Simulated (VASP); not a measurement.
Here is the system:

```
BN
1.0
    1.25103    -2.16686     0.00000
    1.25103     2.16686     0.00000
    0.00000     0.00000     6.45515
B N
2 2
Direct
  0.33333   0.66667   0.25000
  0.66667   0.33333   0.75000
  0.66667   0.33333   0.25000
  0.33333   0.66667   0.75000
```

The numbers are results of r2SCAN+rVV10, VASP's PBE PAW potentials (set 64) (plane waves; VASP), not measurements. Run with 520 eV cut-off, 11×11×4 Γ-centred mesh, tetrahedra with Blöchl corrections, potentials B N.

The path is coarsely sampled, so an indirect gap can come out somewhat too large.

Give the energies of bands 3 to 11 at the high-symmetry points, in eV from the valence-band maximum.

```tsv
band	Γ	M	K	A	L	H
3	-6.58	-9.31	-8.30	-5.47	-9.28	-8.20
4	-4.05	-9.23	-8.09	-5.47	-9.28	-8.20
5	-1.38	-4.33	-7.49	-1.36	-4.29	-7.50
6	-1.38	-4.24	-7.49	-1.36	-4.29	-7.50
7	-1.33	-1.59	-0.15	-1.36	-0.96	-0.04
8	-1.33	-0.40	-0.15	-1.36	-0.96	-0.04
9	5.71	4.77	5.60	8.40	5.28	5.30
10	11.38	6.43	5.60	8.40	5.28	5.30
11	12.28	10.20	11.00	12.35	10.63	12.37
```

The gap is indirect, 4.77 eV, from the valence maximum at M-K at 0.80 to the conduction minimum at M.

The compound is BN in the hex structure. It was relaxed first.
